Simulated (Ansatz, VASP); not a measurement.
# Ge3H2: VASP beside Ansatz, part 2 of 2

Aim: how closely do two programs agree when they are given the same cell, functional and k mesh? The cell is taken from a series of runs on this material, whose earlier steps may have relaxed, scaled, displaced or heated it; both programs get it as it stands.

VASP 6.6.1 and Ansatz 0.2.0.

So far: Set-up; VASP: single point, HSE06.

### 3. Ansatz: single point, HSE06

Level of this step: Ansatz beside VASP: Kohn-Sham DFT, plane waves, HSE06 (Ansatz).

Ansatz runs on its PAW soft_1 files.

The same cell, functional and mesh now go to Ansatz, which takes its cutoff from its data sets.

File input.yaml:

```yaml
crystal:
  lattice:
    - [4.000810168, 0.0, 0.0]
    - [0.0, 4.000810168, 0.0]
    - [0.0, 0.0, 40.9]
  atoms:
    - { symbol: Ge, position: [0.0, 0.0, 0.4145041063] }
    - { symbol: Ge, position: [0.5, 0.0, 0.4482977143] }
    - { symbol: Ge, position: [0.5, 0.5, 0.4827847424] }
    - { symbol: Ge, position: [0.0, 0.5, 0.5172152576] }
    - { symbol: Ge, position: [0.0, 0.0, 0.5517022857] }
    - { symbol: Ge, position: [0.5, 0.0, 0.5854958937] }
    - { symbol: H, position: [0.0, 0.6953362577, 0.3916264296] }
    - { symbol: H, position: [1.0, 0.3046637423, 0.3916264296] }
    - { symbol: H, position: [0.5, 0.6953362577, 0.6083735704] }
    - { symbol: H, position: [0.5, 0.3046637423, 0.6083735704] }
  periodic: [true, true, false]
kpoints:
  mp_grid: { grid: [6, 6, 1] }
  band_path:
    path: [[0.0, 0.0, 0.0], [0.5, 0.0, 0.0], [0.5, 0.5, 0.0], [0.0, 0.5, 0.0]]
    npoints: 1
hamiltonian:
  xc: hse06
  pseudopotentials: { kind: paw, azcp: { folder: soft_1 } }
scf:
  occupations: { method: fixed }
  n_extra_bands: 7
output:
  eigenvalues: true
```

The run is started by

```sh
$ ansatz run input.yaml --threads 3 --pin off --max-ram 92160MiB --backend cuda --events-out ev --progress --plain --runs-dir out --devices 1 --max-vram 13GiB
```

Numbers of over 12 decimals in the logs are rounded to 6 here.

The log of the run:

```text
scf.n_extra_bands = 7 over 44 filled bands (N_el = 88.0): the run solves 51 bands
GPUs: using 1 of 1 available (devices: 1).
Engine: ansatz 0.2.0, x86_64-unknown-linux-gnu
Pseudopotentials: kind: paw
Pseudopotential: Ge, paw, valence charge 14, recommended cutoff 420 eV (normal), soft_1/Ge.paw.azcp
Pseudopotential: H, paw, valence charge 1, recommended cutoff 420 eV (normal), soft_1/H.paw.azcp
Functional definition: HSE06
  parameter a = 0.25
  parameter omega = 0.11/bohr
  exchange = pbe_x - a*pbe_x_sr(omega) + a*exact_x_sr(omega)
  correlation = pbe_c
davidson cushion auto → on  (no smearing: the cushion is to keep the highest requested band from converging to the state above it; pin scf.eigensolver.cushion to override)
device memory: the entry about to start is reckoned to put 4.9 GiB on a device that reports 58.5 GiB free (of which the cap on the GPU budget leaves the run 13.0 GiB)
GPU FFT provider: cuFFT
GPU libraries: cuBLAS 13.8.2, cuFFT 12.4.0, cuSOLVER 12.3.4
Crystal: 10 atoms, lattice volume = 654.665 Å³
Basis set: ecut = 420 eV, 12809 PW (Γ)
Bands: 51, of which v1, the nominal top of the filled ones, is band 44 counted from 1 (43 counted from 0)
Symmetry: 8 space group operations
Space group: Pmma (ITA 51), of the structure as read, at distance tolerance 8.7e-5 Å
k-points: 16 of 36
Non-local potential: Ge, projectors of the file, l = 0: 2, l = 1: 2, l = 2: 3, l = 3: 1
Non-local potential: H, projectors of the file, l = 0: 2, l = 1: 1
PAW form: soft (Blöchl's): semilocal exchange-correlation on the pseudo side does not see the compensation charge
PAW frozen core: Ge, regenerated for the run's functional, and the local potential with it (the file was generated under x = pbe(κ = 0.804, μ = 0.219515), c = pbe(β = 0.066725))
PAW one-centre angular grid: Ge, 590 points (default); XC on 64 Gauss nodes
PAW one-centre angular grid: H, 110 points (default); XC on 64 Gauss nodes
Initial density: superposition of atomic densities (neutral atoms: chi_scale 0, normalization atom)
Initial wavefunctions: pseudopotential atomic-orbital guess
GPU buffer pool allocated for 209952 grid points (all kernels)
GPU transforms: local potential and band sums: pruned to the plane-wave sphere, on 27×27×288
Functional: x = pbe(κ = 0.804, μ = 0.219515), c = pbe(β = 0.066725), warm-up for x = pbe(κ = 0.804, μ = 0.219515) + 0.25 (exact − pbe) at short range (hse, ω = 0.207870 Å⁻¹), c = pbe(β = 0.066725); HSE06 as pw.x's `hse` composes it (authors' and Libxc's form: `xc: wpbeh`)
iter 1 solved again at ethr=4.56e-3 eV; its pass at ethr=1.00e-1 eV (dr2=4.01e0 eV) is discarded
SCF iter   1: F=—  HF=-25833.128334 eV  |F-HF|=—  |Δ(HF+E_count)|=         —  Δρ=2.74e-2  dr2=4.17e0  ethr=4.56e-3  ⟨swp⟩=5.3  Hψ=4443  notcnv=0
preconditioner: auto → none  [insulator: Δε(μ)=1.265 eV  Ē_g=21.391 eV  n_scr=84 (ndim 8)  ℏωp=13.6 eV  f_vac=0.717]
SCF iter   2: F=—  HF=-25832.281060 eV  |F-HF|=—  |Δ(HF+E_count)|=   8.47e-1  Δρ=1.07e-2  dr2=1.14e0  ethr=4.56e-3  ⟨swp⟩=3.4  Hψ=1925  notcnv=0
SCF iter   3: F=—  HF=-25832.666644 eV  |F-HF|=—  |Δ(HF+E_count)|=   3.86e-1  Δρ=7.49e-3  dr2=3.52e0  ethr=1.29e-3  ⟨swp⟩=6.9  Hψ=2320  notcnv=0  defer=28  recentre
iter 4 solved again at ethr=2.37e-5 eV; its pass at ethr=1.29e-3 eV (dr2=2.08e-2 eV) is discarded
SCF iter   4: F=—  HF=-25832.089869 eV  |F-HF|=—  |Δ(HF+E_count)|=   5.77e-1  Δρ=1.77e-3  dr2=2.23e-2  ethr=2.37e-5  ⟨swp⟩=4.8  Hψ=4303  notcnv=0  defer=1
SCF iter   5: F=—  HF=-25832.088905 eV  |F-HF|=—  |Δ(HF+E_count)|=   9.64e-4  Δρ=8.48e-4  dr2=1.90e-3  ethr=2.37e-5  ⟨swp⟩=3.8  Hψ=1970  notcnv=0
SCF iter   6: F=-25832.089456 eV  HF=-25832.089500 eV  |F-HF|=4.43e-5  |Δ(HF+E_count)|=   5.95e-4  Δρ=1.40e-4  dr2=9.03e-5  ethr=2.15e-6  ⟨swp⟩=4.0  Hψ=2499  notcnv=0
SCF 1 stopped early in 6 iterations: F = -25832.089456 eV  dr2 = 9.03e-5
  greatest PAW one-centre occupation: 0.998 electrons in one spin orbital (limit 2), on the Ge atom at site 5 (counted from 0), in its partial waves of l = 2
device memory: the entry about to start is reckoned to put 6.0 GiB (of the 6.2 GiB reckoned in all, the device holds 0.2 GiB already) on a device that reports 59.7 GiB free (of which the cap on the GPU budget leaves the run 12.8 GiB)
GPU FFT provider: cuFFT
GPU libraries: cuBLAS 13.8.2, cuFFT 12.4.0, cuSOLVER 12.3.4
Initial density: handed on by an earlier stage of this run
Initial wavefunctions: those handed on with the density
GPU buffer pool allocated for 209952 grid points (all kernels)
GPU transforms: local potential and band sums: pruned to the plane-wave sphere, on 27×27×288
Functional: x = pbe(κ = 0.804, μ = 0.219515) + 0.25 (exact − pbe) at short range (hse, ω = 0.207870 Å⁻¹), c = pbe(β = 0.066725); HSE06 as pw.x's `hse` composes it (authors' and Libxc's form: `xc: wpbeh`)
Exchange kernel: α = 0.2500, screened, ω = 0.2079 Å⁻¹, Wigner–Seitz truncation, v(0) = 1046.8284 eV·Å³, q-mesh 6×6×1, nearest image of the exchange supercell L = 24.00 Å, pair-density grid 18×18×160, without the augmentation charges, whose exchange is taken in its separable form by FFT convolution over the k-point mesh (sized by the pseudopotential files, 27×27×288 at the most), smooth part of the exact exchange by density-matrix convolution in up to 12.19 GiB of GPU memory as planned if the GPU has room (build and FFT work areas not counted)
Frozen-core exchange: fock
SCF iter   1: F=—  HF=-25837.589661 eV  |F-HF|=—  |Δ(HF+E_count)|=         —  Δρ=4.34e-3  dr2=4.17e-2  ethr=1.03e-6  ⟨swp⟩=10.6  Hψ=4704  notcnv=1
preconditioner: auto → none  [insulator: Δε(μ)=1.930 eV  Ē_g=9.726 eV  n_scr=84 (ndim 8)  ℏωp=7.7 eV  f_vac=0.735]
SCF iter   2: F=—  HF=-25837.538142 eV  |F-HF|=—  |Δ(HF+E_count)|=   5.15e-2  Δρ=1.07e-3  dr2=6.96e-3  ethr=1.03e-6  ⟨swp⟩=4.9  Hψ=3464  notcnv=0  defer=1
SCF iter   3: F=—  HF=-25837.538194 eV  |F-HF|=—  |Δ(HF+E_count)|=   5.25e-5  Δρ=4.35e-4  dr2=2.85e-3  ethr=1.03e-6  ⟨swp⟩=4.1  Hψ=2248  notcnv=0  defer=1
SCF iter   4: F=—  HF=-25837.568196 eV  |F-HF|=—  |Δ(HF+E_count)|=   3.00e-2  Δρ=4.62e-4  dr2=5.18e-4  ethr=6.22e-7  ⟨swp⟩=5.9  Hψ=3528  notcnv=0  defer=1
SCF iter   5: F=—  HF=-25837.567844 eV  |F-HF|=—  |Δ(HF+E_count)|=   3.52e-4  Δρ=2.41e-5  dr2=6.03e-5  ethr=5.62e-7  ⟨swp⟩=3.0  Hψ=2437  notcnv=0
SCF iter   6: F=-25837.568338 eV  HF=-25837.568350 eV  |F-HF|=1.14e-5  |Δ(HF+E_count)|=   5.06e-4  Δρ=6.32e-5  dr2=1.66e-5  ethr=2.62e-9  ⟨swp⟩=7.9  Hψ=3826  notcnv=0  defer=6
SCF 2 stopped early in 6 iterations: F = -25837.568338 eV  dr2 = 1.66e-5
hybrid outer 1: dexx = +3.486e-2 eV, tail = 2.33e-4 eV
GPU FFT provider: cuFFT
GPU libraries: cuBLAS 13.8.2, cuFFT 12.4.0, cuSOLVER 12.3.4
GPU buffer pool allocated for 209952 grid points (all kernels)
GPU transforms: local potential and band sums: pruned to the plane-wave sphere, on 27×27×288
Exchange kernel: α = 0.2500, screened, ω = 0.2079 Å⁻¹, Wigner–Seitz truncation, v(0) = 1046.8284 eV·Å³, q-mesh 6×6×1, nearest image of the exchange supercell L = 24.00 Å, pair-density grid 18×18×160, without the augmentation charges, whose exchange is taken in its separable form by FFT convolution over the k-point mesh (sized by the pseudopotential files, 27×27×288 at the most), smooth part of the exact exchange by density-matrix convolution in up to 12.19 GiB of GPU memory as planned if the GPU has room (build and FFT work areas not counted)
Frozen-core exchange: fock
SCF iter   1: F=—  HF=-25837.569147 eV  |F-HF|=—  |Δ(HF+E_count)|=         —  Δρ=4.09e-5  dr2=4.99e-6  ethr=1.32e-6  ⟨swp⟩=3.6  Hψ=1902  notcnv=0
preconditioner: auto → none  [insulator: Δε(μ)=1.988 eV  Ē_g=9.738 eV  n_scr=84 (ndim 8)  ℏωp=7.7 eV  f_vac=0.735]
iter 2 solved again at ethr=2.94e-10 eV; its pass at ethr=5.35e-9 eV (dr2=2.59e-7 eV) is discarded
SCF iter   2: F=—  HF=-25837.569149 eV  |F-HF|=—  |Δ(HF+E_count)|=   2.23e-6  Δρ=7.08e-6  dr2=6.40e-7  ethr=2.94e-10  ⟨swp⟩=2.4  Hψ=4896  notcnv=0
SCF iter   3: F=—  HF=-25837.569151 eV  |F-HF|=—  |Δ(HF+E_count)|=   2.27e-6  Δρ=3.92e-6  dr2=1.46e-7  ethr=2.94e-10  ⟨swp⟩=6.4  Hψ=2999  notcnv=0  defer=1
SCF iter   4: F=-25837.569151 eV  HF=-25837.569151 eV  |F-HF|=4.63e-9  |Δ(HF+E_count)|=   3.92e-8  Δρ=1.14e-6  dr2=1.62e-8  ethr=1.40e-10  ⟨swp⟩=3.3  Hψ=2107  notcnv=0
SCF 3 converged in 4 iterations: F = -25837.569151 eV  dr2 = 1.62e-8
hybrid outer 2: dexx = +2.727e-6 eV, tail = 1.24e-7 eV, Δε = 7.61e-3 eV (about 2.85e-4 eV left of the loop's levels)
device memory: the entry about to start is reckoned to put 1.8 GiB on a device that reports 52.0 GiB free (of which the cap on the GPU budget leaves the run 13.0 GiB)
NSCF: frozen V_eff on 4 k-points
hybrid SCF converged: 2 outer / 10 inner (+6 warm-up), last move |dexx| = 2.73e-6 eV, tail = 1.24e-7 eV
Stability not checked: this state was not tested for a lower state beside it, because the functional holds exact exchange (a hybrid, or Hartree-Fock), whose exchange loop this test does not read (fock_operator; see scf.lower_state_search)
Free energy (F): -25837.569151 eV
Frozen-core exchange: fock
Harris-Foulkes:  -25837.569151 eV  (|F-HF|=4.63e-9)
Internal energy: -25837.569151 eV  (E = F + TS)
E sigma→0 (E₀):  -25837.569151 eV
Fermi energy:    -5.119917 eV
--- Per-component energies (eV) ---
  E_band       = -2230.610408
  E_kinetic    = 606.055234
  E_local      = -332798.436777  (includes V_loc(G=0)·N_el)
  E_nonlocal   = 1307.773198
  E_hartree    = 165545.208648
  E_xc         = -374.795588
  E_vxc        = -349.898914  (∫ρ·V_xc dr)
  E_exx        = -334.523005  (= α·E_x^exact, valence–valence)
  E_paw        = -11842.890512  (= ΣΔE_a)
  E_vpaw       = -1417.506408  (= ΣTr[D̂ρ^β])
  E_aug_tail   = -0.003676  (compensation charges beyond the density's cutoff)
  E_ewald      = 152056.235533
  E_core_change = -2.192205  (= ΣΔE_core)
  E_smearing   = -0.000000  (= −TS)
  E_closure    = -0.000000  (closes the sum)
  Σ components = -25837.569151   (vs F -25837.569151, Δ=-3.64e-12)
--- Band table (eV; the first three rows and the last of 16) ---
  k-point 0: bands = [... 40 lower, -6.4541, -6.2655, -5.1829, -5.1199, -3.1311, -2.9798, -2.6290, -1.9855, ... 3 higher]
  k-point 1: bands = [... 40 lower, -6.6451, -6.3328, -5.7078, -5.1682, -2.7271, -2.4700, -2.2381, -1.2610, ... 3 higher]
  k-point 2: bands = [... 40 lower, -6.7240, -6.3080, -6.0650, -5.4244, -2.7124, -2.5736, -2.0569, -0.6194, ... 3 higher]
  k-point 15: bands = [... 40 lower, -8.2469, -8.2469, -7.8993, -7.8993, -2.4818, -2.4818, -1.8259, -1.8259, ... 3 higher]
  the weakly bound empty levels are not read free of the cell's end (exact_exchange)
```

The column dr2 measures how far the density is from self-consistency, as an energy; F and HF (Harris–Foulkes) agree once it is small.

### 4. Differences

Known differences besides the potentials themselves: exact exchange at q = 0 is treated differently, which shows on coarse meshes; VASP keeps PBE cores, Ansatz makes them for the functional; fixed occupations in Ansatz, narrow Gaussian smearing in VASP; Ansatz cuts the interaction across the vacuum, VASP repeats the sheet with a dipole correction (LDIPOL); the cutoff is 420 eV in Ansatz and 410 eV in VASP; VASP takes a coarser grid for exact exchange (PRECFOCK = Fast). Total energies have different zeros and are not compared.

Compared:

```tsv
quantity	Ansatz	VASP	difference
gap on the k mesh (eV)	1.989	1.994	-0.006
```

A gap on the mesh is an upper bound, since the band edges may lie between its points. Where the cell holds vacuum, a pressure given here is an average over it and none of the material.

### 5. Results

```
difference in gap on the k mesh (single point, HSE06) : -0.0056 eV
```

The difference in gap on the k mesh is -0.0056 eV (single point, HSE06), within the 0.08 eV picked in this series as the mark of a large difference. Such differences can come from data sets, numerical settings and the points named under the comparisons, not from the functional's error against experiment.

[Lines on the potential files, build, host, timing and source positions are cut from VASP's logs without a mark.]

[Logs are printed without paths, hosts, clocks, repeated set-up lines and the standing remarks that a program may print on its own settings, such as how far it seeks lower states.]

[Hosts, paths, dates, database ids (printed as entryN), source tags and the programs' standing remarks are cut or masked in the printed files.]
